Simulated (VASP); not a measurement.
```yaml
crystal:
  lattice:
    - [0.00000, 1.99793, 1.99793]
    - [1.99793, 0.00000, 1.99793]
    - [1.99793, 1.99793, 0.00000]
  atoms:
    - { symbol: Li, position: [0.00000, 0.00000, 0.00000] }
    - { symbol: F, position: [0.50000, 0.50000, 0.50000] }
```

These are PBE GGA with D3 dispersion (zero damping), VASP's PBE PAW potentials (set 64) (plane waves; VASP) values and carry that method's errors. Numerical set-up: 520 eV cut-off, 13×13×13 Γ-centred mesh, tetrahedra with Blöchl corrections, potentials Li_sv F.

Question: Predict the energy per atom (σ→0), band gap (on the k-mesh) with the smallest direct gap where there is one.

Answer: 
```
Quantity                                             Result
-----------------------------------  ----------------------
band gap (on the k-mesh)                            9.31 eV
smallest direct gap (on the k-mesh)                 9.31 eV
energy per atom (σ→0)                -478.7 kJ/mol of atoms
```

Only differences to runs with the same potentials and settings are physical.

The compound is LiF in the rock salt structure. It was relaxed first.
